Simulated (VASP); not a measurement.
Output of a VASP run:

### OUTCAR
```
 ion  position               nearest neighbor table
   1  0.000  0.000  0.000-   3 2.54   4 2.54   4 2.54   3 2.54   5 2.66   6 2.66   6 2.66   5 2.66
                             2 2.77   2 2.77   2 2.77   2 2.77
   2  0.500  0.500  0.000-   3 2.54   4 2.54   3 2.54   4 2.54   5 2.66   5 2.66   6 2.66   6 2.66
                             1 2.77   1 2.77   1 2.77   1 2.77
   3  0.500  0.000  0.270-   1 2.54   2 2.54   2 2.54   1 2.54   5 2.57   6 2.78   6 2.78   6 2.78
                             6 2.78
   4  0.000  0.500  0.730-   1 2.54   2 2.54   1 2.54   2 2.54   6 2.57   5 2.78   5 2.78   5 2.78
                             5 2.78
   5  0.500  0.000  0.700-   3 2.57   2 2.66   1 2.66   2 2.66   1 2.66   4 2.78   4 2.78   4 2.78
                             4 2.78
   6  0.000  0.500  0.300-   4 2.57   2 2.66   1 2.66   1 2.66   2 2.66   3 2.78   3 2.78   3 2.78
                             3 2.78
  LATTYP: Found a simple tetragonal cell.
 ALAT       =     3.9167110000
 C/A-ratio  =     1.5258463032
 Subroutine PRICEL returns:
 Original cell was already a primitive cell.
 Subroutine GETGRP returns: Found 16 space group operations
The static configuration has the point symmetry D_2d.
 The point group associated with its full space group is D_4h.
The dynamic configuration has the point symmetry D_2d.
 Subroutine INISYM returns: Found 16 space group operations
 Subroutine IBZKPT returns following result:
 Found      6 irreducible k-points:

 Following reciprocal coordinates:
            Coordinates               Weight
  0.000000  0.000000  0.000000      1.000000
  0.333333  0.000000  0.000000      4.000000
  0.333333  0.333333  0.000000      4.000000
  0.000000  0.000000  0.500000      1.000000
  0.333333  0.000000  0.500000      4.000000
  0.333333  0.333333  0.500000      4.000000
   k-points           NKPTS =      6   k-points in BZ     NKDIM =      6   number of bands    NBANDS=     36
   number of dos      NEDOS =    301   number of ions     NIONS =      6
   total plane-waves  NPLWV =  20736
   dimension x,y,z NGX =    24 NGY =   24 NGZ =   36
   dimension x,y,z NGXF=    48 NGYF=   48 NGZF=   72
   ions per type =               4   2
   PREC   = accura    normal or accurate (medium, high low for compatibility)
   ISTART =      0    job   : 0-new  1-cont  2-samecut
   ICHARG =      2    charge: 1-file 2-atom 10-const
   ISPIN  =      1    spin polarized calculation?
   LNONCOLLINEAR =      F non collinear calculations
   LSORBIT =      F    spin-orbit coupling
   INIWAV =      1    electr: 0-lowe 1-rand  2-diag
   ENCUT  =  300.0 eV  22.05 Ry    4.70 a.u.   5.53  5.53  8.44*2*pi/ulx,y,z
   NELM   =    100;   NELMIN=  2; NELMDL= -5     # of ELM steps
   EDIFF  = 0.1E-05   stopping-criterion for ELM
   LREAL  =      F    real-space projection
   NLSPLINE    = F    spline interpolate recip. space projectors
   LMAXMIX     =    6 max onsite mixed and CHGCAR
   VOSKOWN=      0    Vosko Wilk Nusair interpolation
   EDIFFG = 0.1E-04   stopping-criterion for IOM
   NSW    =      0    number of steps for IOM
   NBLOCK =      1;   KBLOCK =      1    inner block; outer block
   IBRION =     -1    ionic relax: 0-MD 1-quasi-New 2-CG
   NFREE  =      0    steps in history (QN), initial steepest desc. (CG)
   ISIF   =      2    stress and relaxation
   ISYM   =      2    0-nonsym 1-usesym 2-fastsym
   TEIN   =    0.0    initial temperature
   TEBEG  =    0.0;   TEEND  =   0.0 temperature during run
   SMASS  =  -3.00    Nose mass-parameter (am)
   PSTRESS=    0.0 pullay stress
   NELECT =      60.0000    total number of electrons
   EFERMI =   0.00;   METHOD = LEGACY
   ISMEAR =    -1;   SIGMA  =   0.05  broadening in eV -4-tet -1-fermi 0-gaus
   IALGO  =     38    algorithm
   LDIAG  =      T    sub-space diagonalisation (order eigenvalues)
   IMIX   =      4    mixing-type and parameters
     AMIX     =   0.40;   BMIX     =  1.00
     AMIX_MAG =   1.60;   BMIX_MAG =  1.00
     AMIN     =   0.10
   GGA     = PE    functional components
   VOSKOWN =     0    Vosko Wilk Nusair interpolation
   LHFCALC =     F    Hartree Fock is set to
   LHFONE  =     F    Hartree Fock one center treatment
   AEXX    =    0.0000 exact exchange contribution
   IVDW    =     0    specifies the selected vdW correction
...
```

### OSZICAR
```
       N       E                     dE             d eps       ncg     rms          rms(c)
DAV:   1     0.479500913858E+03    0.47950E+03   -0.20358E+04   548   0.271E+03
DAV:   2     0.337953075349E+02   -0.44571E+03   -0.43262E+03   440   0.703E+02
DAV:   3    -0.471642426558E+02   -0.80960E+02   -0.76729E+02   504   0.185E+02
DAV:   4    -0.525800523689E+02   -0.54158E+01   -0.52314E+01   576   0.517E+01
DAV:   5    -0.527483653305E+02   -0.16831E+00   -0.16668E+00   564   0.851E+00    0.368E+01
DAV:   6    -0.509491137317E+02    0.17993E+01   -0.46494E+00   592   0.943E+00    0.173E+01
DAV:   7    -0.507579623342E+02    0.19115E+00   -0.24571E+00   612   0.110E+01    0.645E+00
DAV:   8    -0.504835495334E+02    0.27441E+00   -0.11218E+00   608   0.658E+00    0.232E+00
DAV:   9    -0.504738741936E+02    0.96753E-02   -0.83257E-02   492   0.186E+00    0.730E-01
DAV:  10    -0.504734851041E+02    0.38909E-03   -0.18900E-02   640   0.929E-01    0.361E-01
DAV:  11    -0.504724916024E+02    0.99350E-03   -0.53714E-03   596   0.528E-01    0.897E-02
DAV:  12    -0.504725164186E+02   -0.24816E-04   -0.29421E-04   504   0.102E-01    0.260E-02
DAV:  13    -0.504725177913E+02   -0.13727E-05   -0.33194E-05   560   0.324E-02    0.101E-02
DAV:  14    -0.504725170340E+02    0.75734E-06   -0.40282E-06   428   0.121E-02
   1 F= -.50472517E+02 E0= -.50459239E+02  d E =-.265562E-01
```

**OUTCAR**
```
------------------------ aborting loop because EDIFF is reached ----------------------------------------
  FORCE on cell =-STRESS in cart. coord.  units (eV):
  Direction    XX          YY          ZZ          XY          YZ          ZX
  --------------------------------------------------------------------------------------
  Total        6.9444743      6.9444743     12.0373487      0.0000000      0.0000000     -0.0000000
  in kB      121.3597254    121.3597254    210.3613995      0.0000000      0.0000000     -0.0000000
  external PRESSURE =     151.0269501 kB  Pullay stress =       0.0000000 kB
  volume of cell :       91.68
      direct lattice vectors                 reciprocal lattice vectors
     3.916711000  0.000000000  0.000000000     0.255316259  0.000000000  0.000000000
     0.000000000  3.916711000  0.000000000     0.000000000  0.255316259  0.000000000
     0.000000000  0.000000000  5.976299000     0.000000000  0.000000000  0.167327639
 POSITION                                       TOTAL-FORCE (eV/Angst)
 -----------------------------------------------------------------------------------
      0.00000      0.00000      0.00000         0.000000      0.000000      0.000000
      1.95836      1.95836      0.00000         0.000000     -0.000000      0.000000
      1.95836      0.00000      1.61360         0.000000     -0.000000      3.035621
      0.00000      1.95836      4.36270         0.000000      0.000000     -3.035621
      1.95836      0.00000      4.18341         0.000000      0.000000     -1.282429
      0.00000      1.95836      1.79289         0.000000      0.000000      1.282429
 -----------------------------------------------------------------------------------
    total drift:                                0.000000      0.000000      0.000000
  FREE ENERGIE OF THE ION-ELECTRON SYSTEM (eV)
  ---------------------------------------------------
  free  energy   TOTEN  =       -50.4725170340 eV

  energy  without entropy=      -50.4459608022  energy(sigma->0) =      -50.45923892
```
(Selected blocks of OUTCAR.)

POSCAR:
```
GeOs2
1
    3.9167110000     0.0000000000     0.0000000000
    0.0000000000     3.9167110000     0.0000000000
    0.0000000000     0.0000000000     5.9762990000
Os Ge
4 2
Direct
  0.0000000000   0.0000000000   0.0000000000
  0.5000000000   0.5000000000   0.0000000000
  0.5000000000   0.0000000000   0.2700000000
  0.0000000000   0.5000000000   0.7300000000
  0.5000000000   0.0000000000   0.7000000000
  0.0000000000   0.5000000000   0.3000000000
```

Question: Write an INCAR and KPOINTS that could have produced this output.

Answer: One answer among several that fit: the input of the run itself, PBE GGA, plane waves, VASP's PBE PAW potentials (set 64).

### INCAR
```
GGA = PE   ! PBE
LWAVE = .FALSE.
NELM = 100   ! most electronic steps
ISMEAR = -1   ! Fermi-Dirac
LREAL = .FALSE.   ! projection in real space or not
PREC = Accurate
LCHARG = .FALSE.
ALGO = Normal   ! blocked Davidson
EDIFF = 1E-6   ! SCF stop (eV)
SIGMA = 0.05   ! width (eV)
LASPH = .TRUE.   ! aspherical one-centre terms
ENCUT = 300   ! plane-wave cut-off (eV)
ISIF = 2
LMAXMIX = 6
SYSTEM = GeOs2
```

### KPOINTS
```
Regular mesh
0
G
  3 3 2
```

POTCAR, in this order: Os Ge_d (PBE.64 set). Program: vasp_std.

At this cut-off the stress carries a Pulay error, which pulls relaxed volumes low.

The structure was generated: GeOs2 was put into an ordered model structure, which need not be its known phase. The cell was not relaxed at this level, and its volume differs by -5.9 % from the start's. The k-mesh is coarse (spacing up to 0.53 per Å, 2π included), so the numbers may not be converged in it.
